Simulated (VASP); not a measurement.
Output of a VASP run:

OSZICAR:
```
       N       E                     dE             d eps       ncg     rms          rms(c)
DAV:   1     0.251706986133E+02    0.25171E+02   -0.67436E+03  6769   0.152E+03
DAV:   2    -0.220432905181E+02   -0.47214E+02   -0.40504E+02  5948   0.329E+02
DAV:   3    -0.278528550768E+02   -0.58096E+01   -0.48094E+01  6355   0.233E+02
DAV:   4    -0.281468163328E+02   -0.29396E+00   -0.26343E+00  6759   0.249E+01
DAV:   5    -0.281603522910E+02   -0.13536E-01   -0.11405E-01  6489   0.298E+00    0.463E+01
DAV:   6    -0.270623752226E+02    0.10980E+01   -0.11148E+00  6757   0.306E+01    0.196E+01
DAV:   7    -0.266901507733E+02    0.37222E+00   -0.79225E-01  7108   0.253E+01    0.548E-01
DAV:   8    -0.266790051971E+02    0.11146E-01   -0.87918E-03  6822   0.844E-01    0.198E-01
DAV:   9    -0.266773144303E+02    0.16908E-02   -0.12625E-03  7027   0.351E-01    0.442E-02
DAV:  10    -0.266773280293E+02   -0.13599E-04   -0.28086E-05  6154   0.743E-02    0.233E-02
DAV:  11    -0.266773294889E+02   -0.14596E-05   -0.11224E-05  5977   0.369E-02    0.370E-03
DAV:  12    -0.266773294669E+02    0.22052E-07   -0.15973E-07  3837   0.112E-02
   1 F= -.26677329E+02 E0= -.26677075E+02  d E =-.762306E-03
```

File OUTCAR:
```
------------------------ aborting loop because EDIFF is reached ----------------------------------------
  FORCE on cell =-STRESS in cart. coord.  units (eV):
  Direction    XX          YY          ZZ          XY          YZ          ZX
  --------------------------------------------------------------------------------------
  Total        0.5188476      0.5188475      0.9687144     -0.0000000     -0.0000000      0.0000000
  in kB       28.5507148     28.5507121     53.3056132     -0.0000000     -0.0000000      0.0000000
  external PRESSURE =      36.8023467 kB  Pullay stress =       0.0000000 kB
  volume of cell :       29.12
      direct lattice vectors                 reciprocal lattice vectors
     1.374638540 -2.380943680  0.000000000     0.363731982 -0.210000767  0.000000000
     1.374638540  2.380943680  0.000000000     0.363731982  0.210000767  0.000000000
     0.000000000  0.000000000  4.448009950     0.000000000  0.000000000  0.224819641
 POSITION                                       TOTAL-FORCE (eV/Angst)
 -----------------------------------------------------------------------------------
      1.37464      0.79365      1.26200        -0.000000     -0.000000     -1.105241
      1.37464     -0.79365      3.33601         0.000000      0.000000      1.105241
 -----------------------------------------------------------------------------------
    total drift:                                0.000000      0.000002      0.000004
  FREE ENERGIE OF THE ION-ELECTRON SYSTEM (eV)
  ---------------------------------------------------
  free  energy   TOTEN  =       -26.6773294669 eV

  energy  without entropy=      -26.6765671604  energy(sigma->0) =      -26.67707536
```
(Selected blocks of OUTCAR.)

POSCAR:
```
Re
1
    1.3746385398    -2.3809436799     0.0000000000
    1.3746385398     2.3809436799    -0.0000000000
    0.0000000000    -0.0000000000     4.4480099504
Re
2
Direct
  0.3333330000   0.6666670000   0.2837229461
  0.6666670000   0.3333330000   0.7500000000
```

Q: Write an INCAR and KPOINTS that could have produced this output.

A: One answer among several that fit: the input of the run itself, PBEsol GGA, plane waves, VASP's PBE PAW potentials (set 64).

**INCAR**
```
# general
SYSTEM =Re
PREC   =Accurate
ENCUT  =480
LREAL  =.FALSE.
LASPH  =.TRUE.

# electronic loop
EDIFF  =1E-7
NELM   =100
ALGO   =Normal
LMAXMIX=6

# smearing
ISMEAR =1
SIGMA  =0.1

# functional
GGA    =PS

# ions
ISIF   =2

# output
LWAVE  =.FALSE.
LCHARG =.FALSE.
```

File KPOINTS:
```
Automatic mesh
0
Gamma
14 14 8
0 0 0
```

POTCAR, in this order: Re (PBE.64 set). Program: vasp_std.

The compound is Re in the hcp structure. This cell was strained or had an atom moved on purpose.
